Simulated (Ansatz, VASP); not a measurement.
# YS in two plane-wave programs, part 2 of 2

Wanted: the spread between two codes on one cell, functional and k mesh. The cell is taken from a series of runs on this material, whose earlier steps may have relaxed, scaled, displaced or heated it; both programs get it as it stands.

VASP 6.6.1 and Ansatz 0.2.0.

So far: The structure; Ansatz: zone-centre phonons, PBEsol.

**3. VASP: zone-centre phonons, PBEsol**

Level of this step: PBEsol; plane waves and PAW (Y_sv, S) (VASP).

The same cell, functional, mesh and smearing now go to VASP, with its own data sets.

Lines of VASP's logs that name or quote its potential files are left out, and so is its time.

The input, INCAR:

```
SYSTEM = YS
PREC = Accurate
ENCUT = 500
EDIFF = 1E-08
NELM = 120
ISMEAR = -1
SIGMA = 0.1
LREAL = .FALSE.
ALGO = Normal
GGA = PS
NBANDS = 14
LASPH = .TRUE.
LORBIT = 11
LWAVE = .FALSE.
LCHARG = .FALSE.
ISIF = 2
IBRION = 8
GGA_COMPAT = .FALSE.
KPAR = 2
```

The input, POSCAR:

```
YS
1.0
    0.0000000000      2.7301649189      2.7301649189
    2.7301649189      0.0000000000      2.7301649189
    2.7301649189      2.7301649189      0.0000000000
Y S
1 1
Direct
    0.5000000000      0.5000000000      0.5000000000
    0.0000000000      0.0000000000      0.0000000000
```

The input, KPOINTS:

```
Automatic mesh
0
Gamma
16 16 16
0 0 0
```

Potentials, in the order of the species: Y_sv and S (PBE family, release 64).

Started as:

```bash
$ mpirun -np 2 vasp_std
```

Numbers of over 12 decimals in the logs are rounded to 6 here.

The program printed:

```text
[banner, memory and clock lines left out]
running    2 mpi-ranks, on    1 nodes
 distrk:  each k-point on    1 cores,    2 groups
 distr:  one band on    1 cores,    1 groups

 POSCAR found type information on POSCAR Y S
 POSCAR found :  2 types and       2 ions
|                                                                             |
|               ----> ADVICE to this user running VASP <----                  |
|                                                                             |
|     You enforced a specific xc type in the INCAR file but a different       |
|     [... a line on the potential file left out ...]
|     I HOPE YOU KNOW WHAT YOU ARE DOING!                                     |
|                                                                             |

 LDA part: xc-table for (Slater+PW92), standard interpolation
 POSCAR, INCAR and KPOINTS ok, starting setup
 FFT: planning ... GRIDC
 FFT: planning ... GRID_SOFT
 FFT: planning ... GRID
 WAVECAR not read
 entering main loop
       N       E                     dE             d eps       ncg     rms          rms(c)
DAV:   1     0.577032787348E+02    0.57703E+02   -0.78334E+03  4068   0.106E+03
DAV:   2    -0.121027101805E+02   -0.69806E+02   -0.66293E+02  5290   0.227E+02
DAV:   3    -0.161381357454E+02   -0.40354E+01   -0.40036E+01  6682   0.421E+01
DAV:   4    -0.162361642087E+02   -0.98028E-01   -0.98005E-01  4774   0.594E+00
DAV:   5    -0.162384836298E+02   -0.23194E-02   -0.23193E-02  5732   0.722E-01    0.277E+01
DAV:   6    -0.155537742613E+02    0.68471E+00   -0.12324E+00  4904   0.705E+00    0.201E+01
DAV:   7    -0.155024012250E+02    0.51373E-01   -0.51349E-01  6104   0.468E+00    0.598E+00
DAV:   8    -0.154899410840E+02    0.12460E-01   -0.99957E-02  4828   0.210E+00    0.460E-01
DAV:   9    -0.154892512756E+02    0.68981E-03   -0.66130E-03  4462   0.570E-01    0.195E-01
DAV:  10    -0.154892300000E+02    0.21276E-04   -0.24617E-04  5304   0.142E-01    0.124E-01
DAV:  11    -0.154892306486E+02   -0.64861E-06   -0.16204E-04  5040   0.950E-02    0.913E-02
DAV:  12    -0.154892243905E+02    0.62581E-05   -0.22696E-05  4720   0.382E-02    0.277E-02
DAV:  13    -0.154892244382E+02   -0.47706E-07   -0.21502E-06  5286   0.118E-02    0.669E-03
DAV:  14    -0.154892245102E+02   -0.72050E-07   -0.59895E-07  4846   0.619E-03    0.367E-03
DAV:  15    -0.154892244803E+02    0.29905E-07   -0.33743E-08  4486   0.150E-03    0.204E-03
DAV:  16    -0.154892244621E+02    0.18208E-07   -0.45660E-09  2306   0.533E-04    0.704E-04
DAV:  17    -0.154892244591E+02    0.30557E-08   -0.22645E-09  2150   0.342E-04
   1 F= -.15489224E+02 E0= -.15475289E+02  d E =-.278717E-01
 Linear response reoptimize wavefunctions to high precision
DAV:   1    -0.154892244596E+02   -0.54683E-09   -0.52517E-10  3080   0.151E-04
DAV:   2    -0.154892244596E+02   -0.11369E-10   -0.13765E-10  2132   0.642E-05
 Linear response DOF=           2
 Linear response progress:
  Degree of freedom:   1/  2
       N       E                     dE             d eps       ncg     rms          rms(c)
RMM:   1    -0.281637352313E+00   -0.28164E+00    0.30918E+00 12108   0.111E+01
RMM:   2    -0.270770946926E+00    0.10866E-01   -0.10535E-01 15981   0.186E+00    0.261E-01
RMM:   3    -0.272175488447E+00   -0.14045E-02   -0.10065E-02 18574   0.562E-01    0.207E-01
RMM:   4    -0.272514701881E+00   -0.33921E-03   -0.15593E-03 22122   0.207E-01    0.982E-02
RMM:   5    -0.272576970194E+00   -0.62268E-04   -0.26556E-04 22661   0.741E-02    0.121E-02
RMM:   6    -0.272571759544E+00    0.52106E-05   -0.45485E-05 23134   0.302E-02    0.739E-03
RMM:   7    -0.272509840849E+00    0.61919E-04   -0.12249E-05 22014   0.161E-02    0.664E-03
RMM:   8    -0.272516330696E+00   -0.64898E-05   -0.37993E-06 22764   0.717E-03    0.724E-04
RMM:   9    -0.272511134657E+00    0.51960E-05   -0.64145E-06 23735   0.366E-03    0.310E-04
RMM:  10    -0.272512312429E+00   -0.11778E-05   -0.45442E-06 24177   0.190E-03    0.211E-04
RMM:  11    -0.272511265639E+00    0.10468E-05   -0.31212E-06 23750   0.118E-03    0.922E-05
RMM:  12    -0.272511718948E+00   -0.45331E-06   -0.21642E-06 24185   0.755E-04    0.134E-04
RMM:  13    -0.272510467383E+00    0.12516E-05   -0.15451E-06 23203   0.582E-04    0.399E-04
RMM:  14    -0.272512245043E+00   -0.17777E-05   -0.12667E-06 21545   0.479E-04    0.911E-05
[...]
RMM:  18    -0.272513333025E+00   -0.69522E-06   -0.40592E-07 20702   0.201E-04    0.594E-05
RMM:  19    -0.272514032704E+00   -0.69968E-06   -0.31183E-07 22329   0.174E-04    0.225E-05
RMM:  20    -0.272514247723E+00   -0.21502E-06   -0.20313E-07 23977   0.137E-04    0.353E-05
RMM:  21    -0.272514207220E+00    0.40503E-07   -0.18156E-07 21222   0.113E-04    0.137E-05
RMM:  22    -0.272514255239E+00   -0.48020E-07   -0.16299E-07 21231   0.956E-05    0.101E-05
RMM:  23    -0.272514241521E+00    0.13719E-07   -0.14257E-07 15522   0.818E-05    0.557E-07
RMM:  24    -0.272514247847E+00   -0.63263E-08   -0.11106E-07 12014   0.712E-05    0.579E-06
RMM:  25    -0.272514241027E+00    0.68203E-08   -0.97816E-08 11114   0.626E-05    0.124E-05
 first order change of Fermi-energy   0.93720E-04
 force on displaced ion       1 direction 1 :  -7.702   0.000   0.000
 Linear response progress:
  Degree of freedom:   2/  2
       N       E                     dE             d eps       ncg     rms          rms(c)
RMM:   1    -0.121699465274E+00   -0.12170E+00   -0.13008E-01 23444   0.185E+00
RMM:   2    -0.105918633659E+00    0.15781E-01   -0.82945E-03 18361   0.507E-01    0.364E-01
RMM:   3    -0.106461995843E+00   -0.54336E-03   -0.72331E-04 19080   0.143E-01    0.207E-01
RMM:   4    -0.107140935948E+00   -0.67894E-03   -0.22490E-04 18587   0.688E-02    0.225E-02
RMM:   5    -0.107064940895E+00    0.75995E-04   -0.35684E-05 20208   0.235E-02    0.158E-02
RMM:   6    -0.107039614637E+00    0.25326E-04   -0.62557E-06 20583   0.100E-02    0.525E-03
RMM:   7    -0.107055589551E+00   -0.15975E-04   -0.31506E-06 20478   0.410E-03    0.187E-03
RMM:   8    -0.107053659193E+00    0.19304E-05    0.72622E-06 22069   0.167E-03    0.165E-04
RMM:   9    -0.107053904131E+00   -0.24494E-06   -0.87777E-06 21975   0.659E-04    0.166E-04
RMM:  10    -0.107054322358E+00   -0.41823E-06    0.27871E-06 22775   0.285E-04    0.807E-05
RMM:  11    -0.107053965328E+00    0.35703E-06   -0.16634E-07 22010   0.130E-04    0.542E-05
RMM:  12    -0.107054096196E+00   -0.13087E-06   -0.45704E-07 22562   0.639E-05    0.206E-05
RMM:  13    -0.107054080458E+00    0.15738E-07    0.23991E-07 22182   0.337E-05    0.930E-06
RMM:  14    -0.107054070404E+00    0.10055E-07   -0.71896E-08 22035   0.222E-05    0.143E-06
RMM:  15    -0.107054069070E+00    0.13333E-08   -0.21575E-08 18236   0.161E-05    0.859E-07
 first order change of Fermi-energy   0.50249E-05
 force on displaced ion       2 direction 1 :  -7.699   0.000   0.000
 Linear response finished
```

OUTCAR, selected parts (step 3):

```text
ion  position               nearest neighbor table
   1  0.500  0.500  0.500-   2 2.73   2 2.73   2 2.73   2 2.73   2 2.73   2 2.73
   2  0.000  0.000  0.000-   1 2.73   1 2.73   1 2.73   1 2.73   1 2.73   1 2.73

  LATTYP: Found a face centered cubic cell.
 ALAT       =     5.4603298378

 Subroutine GETGRP returns: Found 48 space group operations
 (whereof 48 operations were pure point group operations)

The static configuration has the point symmetry O_h .

 Found    145 irreducible k-points:

   k-points           NKPTS =    145   k-points in BZ     NKDIM =    145   number of bands    NBANDS=     14

   dimension x,y,z NGX =    28 NGY =   28 NGZ =   28
   dimension x,y,z NGXF=    56 NGYF=   56 NGZF=   56

   ENCUT  =  500.0 eV  36.75 Ry    6.06 a.u.   7.04  7.04  7.04*2*pi/ulx,y,z

   NELECT =      17.0000    total number of electrons

 k-points in reciprocal lattice and weights: Automatic mesh
   0.00000000  0.00000000  0.00000000       0.000
   0.06250000  0.00000000  0.00000000       0.002
   0.12500000  0.00000000  0.00000000       0.002
   0.18750000  0.00000000  0.00000000       0.002
   0.25000000  0.00000000  0.00000000       0.002
   0.31250000  0.00000000  0.00000000       0.002
   0.37500000  0.00000000  0.00000000       0.002
   0.43750000  0.00000000  0.00000000       0.002
   0.50000000  0.00000000  0.00000000       0.001
[...]
-0.31250000  0.50000000  0.18750000       0.003
  -0.25000000  0.50000000  0.25000000       0.001

 average (electrostatic) potential at core
       1 -34.1963       2 -86.1995

  Total       -0.0096211     -0.0096211     -0.0096211     -0.0000000      0.0000000      0.0000000
  in kB       -0.3787368     -0.3787368     -0.3787368     -0.0000000      0.0000000      0.0000000
  external PRESSURE =      -0.3787368 kB  Pullay stress =       0.0000000 kB

  energy-cutoff  :      500.00
  volume of cell :       40.70
      direct lattice vectors                 reciprocal lattice vectors
     0.000000000  2.730164919  2.730164919    -0.183139120  0.183139120  0.183139120
     2.730164919  0.000000000  2.730164919     0.183139120 -0.183139120  0.183139120
     2.730164919  2.730164919  0.000000000     0.183139120  0.183139120 -0.183139120

 POSITION                                       TOTAL-FORCE (eV/Angst)
 -----------------------------------------------------------------------------------
      2.73016      2.73016      2.73016         0.000000     -0.000000     -0.000000
      0.00000      0.00000      0.00000        -0.000000      0.000000      0.000000
 -----------------------------------------------------------------------------------
    total drift:                                0.000000      0.000000      0.000000

 Eigenvectors and eigenvalues of the dynamical matrix
 ----------------------------------------------------

   1 f  =    8.936176 THz    56.147647 2PiTHz  298.078732 cm-1    36.957036 meV
             X         Y         Z           dx          dy          dz
      2.730165  2.730165  2.730165     0.000000    0.514911    0.000000
      0.000000  0.000000  0.000000     0.000000   -0.857244    0.000000

   2 f  =    8.936176 THz    56.147647 2PiTHz  298.078732 cm-1    36.957036 meV
             X         Y         Z           dx          dy          dz
      2.730165  2.730165  2.730165    -0.514911    0.000000    0.000000
      0.000000  0.000000  0.000000     0.857244    0.000000    0.000000

   3 f  =    8.936176 THz    56.147647 2PiTHz  298.078732 cm-1    36.957036 meV
             X         Y         Z           dx          dy          dz
      2.730165  2.730165  2.730165     0.000000    0.000000   -0.514911
      0.000000  0.000000  0.000000     0.000000    0.000000    0.857244

   4 f/i=    0.000641 THz     0.004028 2PiTHz    0.021383 cm-1     0.002651 meV
             X         Y         Z           dx          dy          dz
      2.730165  2.730165  2.730165     0.857244    0.000000    0.000000
      0.000000  0.000000  0.000000     0.514911    0.000000    0.000000

   5 f/i=    0.000641 THz     0.004028 2PiTHz    0.021383 cm-1     0.002651 meV
             X         Y         Z           dx          dy          dz
      2.730165  2.730165  2.730165     0.000000   -0.857244    0.000000
      0.000000  0.000000  0.000000     0.000000   -0.514911    0.000000

   6 f/i=    0.000641 THz     0.004028 2PiTHz    0.021383 cm-1     0.002651 meV
             X         Y         Z           dx          dy          dz
      2.730165  2.730165  2.730165     0.000000    0.000000    0.857244
      0.000000  0.000000  0.000000     0.000000    0.000000    0.514911

 ELASTIC MODULI CONTR FROM IONIC RELAXATION (kBar)
 Direction    XX          YY          ZZ          XY          YZ          ZX
 --------------------------------------------------------------------------------
 XX           0.0000      0.0000      0.0000      0.0000      0.0000      0.0000
 YY           0.0000      0.0000      0.0000      0.0000      0.0000      0.0000
 ZZ           0.0000      0.0000      0.0000      0.0000      0.0000      0.0000
 XY           0.0000      0.0000      0.0000      0.0000      0.0000      0.0000
 YZ           0.0000      0.0000      0.0000      0.0000      0.0000      0.0000
 ZX           0.0000      0.0000      0.0000      0.0000      0.0000      0.0000
 --------------------------------------------------------------------------------
```

**4. Comparison**

Known differences besides the potentials themselves: the cutoff is 420 eV in Ansatz and 500 eV in VASP; Ansatz makes its cores anew for this functional, VASP keeps those of its PBE data sets. Total energies have different zeros and are not compared.

The two programs side by side:

```tsv
quantity	Ansatz	VASP	difference
optical mode 1 to 3 (cm⁻¹)	297.8	298.1	-0.09 %
```

Modes are paired by rising frequency, not by their patterns, so a pair may set unlike modes beside each other; they are those without the splitting of longitudinal modes.

**5. Results**

* r.m.s. difference of the optical zone-centre modes, each program's sorted by frequency (zone-centre phonons, PBEsol): 0.27 cm⁻¹

In words: The r.m.s. difference of the optical zone-centre modes, each program's sorted by frequency is 0.27 cm⁻¹ (zone-centre phonons, PBEsol). 1 further run of this series is not shown here. How closely two codes agree says nothing of how well the functional describes the real material.

[Lines on the potential files, build, host, timing and source positions are cut from VASP's logs without a mark.]

[Logs are printed without paths, hosts, clocks, repeated set-up lines and the standing remarks that a program may print on its own settings, such as how far it seeks lower states.]

[Hosts, paths, dates, database ids (printed as entryN), source tags and the programs' standing remarks are cut or masked in the printed files.]
